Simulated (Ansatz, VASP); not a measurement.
# AlRu: VASP beside Ansatz, part 2 of 2

Aim: how closely do two programs agree when they are given the same cell, functional and k mesh? The cell is taken from a series of runs on this material, whose earlier steps may have relaxed, scaled, displaced or heated it; both programs get it as it stands.

VASP 6.6.1 and Ansatz 0.2.0.

So far: The structure; Ansatz: zone-centre phonons, PBEsol, pair 1; VASP: zone-centre phonons, PBEsol, pair 1; Side by side.

### Step 5. Ansatz: zone-centre phonons, PBEsol, pair 2

Level of this step: Ansatz beside VASP: Kohn-Sham DFT, plane waves, PBEsol (Ansatz).

Second derivatives magnify differences that forces hide, and they need a tight electronic threshold. The cell compared in this pair holds 26.09 Å³, against 25.83 Å³ for the pair before.

The cell is taken from a series of runs on this material, whose earlier steps may have relaxed, scaled, displaced or heated it; both programs get it as it stands.

input.yaml

```yaml
crystal:
  lattice:
    - [2.9660531782, 0.0, 0.0]
    - [0.0, 2.9660531782, 0.0]
    - [0.0, 0.0, 2.9660531782]
  atoms:
    - { symbol: Al, position: [0.0, 0.0, 0.0] }
    - { symbol: Ru, position: [0.5, 0.5, 0.5] }
kpoints:
  mp_grid: { grid: [16, 16, 16] }
hamiltonian:
  xc: pbesol
  pseudopotentials: { kind: paw, azcp: { folder: soft_1 }, xc_functional: pbe }
scf:
  occupations: { method: methfessel_paxton, width: 0.2 }
output:
  eigenvalues: true
phonons:
  method: dfpt
```

On the command line:

```sh
$ ansatz run input.yaml --threads 4 --pin off --max-ram 10240MiB --backend cpu --events-out ev --progress --plain --runs-dir out
```

Numbers of over 12 decimals in the logs are rounded to 6 here.

What it wrote:

```text
[...]
Crystal: 2 atoms, lattice volume = 26.094 Å³
Basis set: ecut = 420 eV, 485 PW (Γ), exchange–correlation on 40×40×40 points (8 copies of the dense FFT grid, shifted against one another)
Bands: 14, of which v1, the nominal top of the filled ones, is band 10 counted from 1 (9 counted from 0)
Symmetry: 48 space group operations
k-points: 405 of 4096 (irreducible under 8 space group operations, time reversal used)
[...]
k-point 2: bands = [... 6 lower, 12.7565, 16.2212, 16.2212, 16.6213, 21.3367, 23.1641, 23.1641, 26.8173]
  k-point 404: bands = [... 6 lower, 11.6103, 18.0750, 18.0750, 19.1457, 20.5427, 20.5427, 20.5427, 25.1987]
[...]
ASR residual: 1.290e-5 → 0.000e0 eV/Å²; symmetrization residual: 2.430e-6 eV/Å²
  ASR residual per site (eV/Å²): 1.29e-5 1.36e-8
  Γ frequencies (cm⁻¹): 0.00 0.00 0.00 327.80 327.80 327.80
[...]
[key lines of the parts left out:]
SCF converged after 8 iterations
Free energy (F): -6342.347707 eV
Fermi energy:    16.399527 eV
```

### Step 6. VASP: zone-centre phonons, PBEsol, pair 2

The same cell, functional, mesh and smearing now go to VASP, with its own data sets.

INCAR

```
SYSTEM = AlRu
PREC = Accurate
ENCUT = 500
EDIFF = 1E-08
NELM = 120
ISMEAR = 1
SIGMA = 0.2
LREAL = .FALSE.
ALGO = Normal
GGA = PS
NBANDS = 14
LASPH = .TRUE.
LORBIT = 11
LWAVE = .FALSE.
LCHARG = .FALSE.
ISIF = 2
IBRION = 8
GGA_COMPAT = .FALSE.
KPAR = 2
```

POSCAR

```
AlRu
1.0
    2.9660531782      0.0000000000      0.0000000000
    0.0000000000      2.9660531782      0.0000000000
    0.0000000000      0.0000000000      2.9660531782
Al Ru
1 1
Direct
    0.0000000000      0.0000000000      0.0000000000
    0.5000000000      0.5000000000      0.5000000000
```

KPOINTS

```
Automatic mesh
0
Gamma
16 16 16
0 0 0
```

The projector-augmented-wave data sets are Al and Ru_pv (PBE family, release 64).

On the command line:

```sh
$ mpirun -np 2 vasp_std
```

What it wrote:

```text
[banner, memory and clock lines left out]
running    2 mpi-ranks, on    1 nodes
[...]
[... a notice as in an earlier step ...]

 LDA part: xc-table for (Slater+PW92), standard interpolation
 POSCAR, INCAR and KPOINTS ok, starting setup
[...]
entering main loop
       N       E                     dE             d eps       ncg     rms          rms(c)
DAV:   1     0.110862937750E+03    0.11086E+03   -0.92273E+03  4788   0.110E+03
DAV:   2    -0.144297574684E+02   -0.12529E+03   -0.11986E+03  5082   0.314E+02
DAV:   3    -0.163010768066E+02   -0.18713E+01   -0.18602E+01  5694   0.405E+01
DAV:   4    -0.163160701963E+02   -0.14993E-01   -0.14991E-01  5730   0.368E+00
[...]
DAV:  12    -0.155155842281E+02    0.44004E-06   -0.86615E-08  5818   0.301E-03    0.318E-04
DAV:  13    -0.155155842409E+02   -0.12785E-07   -0.18782E-09  4290   0.378E-04    0.103E-04
DAV:  14    -0.155155842439E+02   -0.29802E-08   -0.26873E-10  4260   0.147E-04
   1 F= -.15515584E+02 E0= -.15515160E+02  d E =-.127312E-02
[...]
RMM:   8    -0.618851486105E-02   -0.27255E-06   -0.32059E-09 19330   0.311E-04    0.743E-05
RMM:   9    -0.618861054837E-02   -0.95687E-07   -0.87953E-10 20571   0.997E-05    0.318E-05
RMM:  10    -0.618861615868E-02   -0.56103E-08   -0.51512E-10 21051   0.344E-05    0.249E-06
 first order change of Fermi-energy  -0.20707E-03
 force on displaced ion       1 direction 1 :  -8.502  -0.000   0.000
 Linear response progress:
  Degree of freedom:   2/  2
       N       E                     dE             d eps       ncg     rms          rms(c)
RMM:   1    -0.542435297511E+00   -0.54244E+00    0.37140E+00 11966   0.642E+01
RMM:   2    -0.650598064990E+00   -0.10816E+00   -0.11732E-01 16860   0.305E+00    0.162E-01
RMM:   3    -0.650630882467E+00   -0.32817E-04   -0.20902E-03 19682   0.360E-01    0.916E-02
RMM:   4    -0.649987354098E+00    0.64353E-03   -0.23564E-04 19716   0.147E-01    0.224E-02
[...]
RMM:  13    -0.649840905819E+00    0.31137E-07   -0.57004E-08 25404   0.158E-04    0.958E-07
RMM:  14    -0.649840918095E+00   -0.12276E-07   -0.37886E-08 23883   0.145E-04    0.535E-07
RMM:  15    -0.649840922921E+00   -0.48267E-08   -0.28307E-08 23520   0.138E-04    0.323E-07
 first order change of Fermi-energy   0.21518E-02
 force on displaced ion       2 direction 1 :  -8.493  -0.000   0.000
 Linear response finished
```

OUTCAR, selected parts (step 6):

```text
  Total        0.3871496      0.3871496      0.3871496     -0.0000000      0.0000000     -0.0000000
  in kB       23.7712795     23.7712795     23.7712795     -0.0000000      0.0000000     -0.0000000
  external PRESSURE =      23.7712795 kB  Pullay stress =       0.0000000 kB

 POSITION                                       TOTAL-FORCE (eV/Angst)
 -----------------------------------------------------------------------------------
      0.00000      0.00000      0.00000         0.000000      0.000000      0.000000
      1.48303      1.48303      1.48303         0.000000      0.000000      0.000000
 -----------------------------------------------------------------------------------
    total drift:                                0.000000     -0.000000     -0.000000

[... 1 part as in an earlier step ...]

[... 1 further part left out ...]
```

### Step 7. Side by side

What differs besides the data sets and the points named for the pairs above, as far as they apply: the data sets hold 19 valence electrons in Ansatz (on its PAW soft_1 files) and 17 in VASP. Total energies have different zeros and are not compared.

Both answers:

```tsv
quantity	Ansatz	VASP	difference
optical mode 1 to 3 (cm⁻¹)	327.8	329.5	-0.50 %
```

Modes are paired by rising frequency, not by their patterns, so a pair may set unlike modes beside each other; they are those without the splitting of longitudinal modes.

### Step 8. What came out

| Item | Value |
| --- | --- |
| r.m.s. difference of the optical zone-centre modes, each program's sorted by frequency (zone-centre phonons, PBEsol, pair 1) | 1.7 cm⁻¹ |
| difference in optical mode 1 to 3 (zone-centre phonons, PBEsol, pair 1) | -0.5 % |
| r.m.s. difference of the optical zone-centre modes, each program's sorted by frequency (zone-centre phonons, PBEsol, pair 2) | 1.7 cm⁻¹ |
| difference in optical mode 1 to 3 (zone-centre phonons, PBEsol, pair 2) | -0.5 % |

What this shows: The r.m.s. difference of the optical zone-centre modes, each program's sorted by frequency is 1.7 cm⁻¹ (zone-centre phonons, PBEsol, pair 1). The data sets hold unlike numbers of valence electrons (19 in Ansatz and 17 in VASP), so part of the differences may come from the potentials. Among the rows given in per cent, the largest difference of the zone-centre phonons, PBEsol, pair 1 pair is in optical mode 1 to 3, -0.5 %. Among the rows given in per cent, the largest difference of the zone-centre phonons, PBEsol, pair 2 pair is in optical mode 1 to 3, -0.5 %. How closely two codes agree says nothing of how well the functional describes the real material.

[Lines on the potential files, build, host, timing and source positions are cut from VASP's logs without a mark.]

[Logs are printed without paths, hosts, clocks, repeated set-up lines and the standing remarks that a program may print on its own settings, such as how far it seeks lower states.]

[Hosts, paths, dates, database ids (printed as entryN), source tags and the programs' standing remarks are cut or masked in the printed files.]
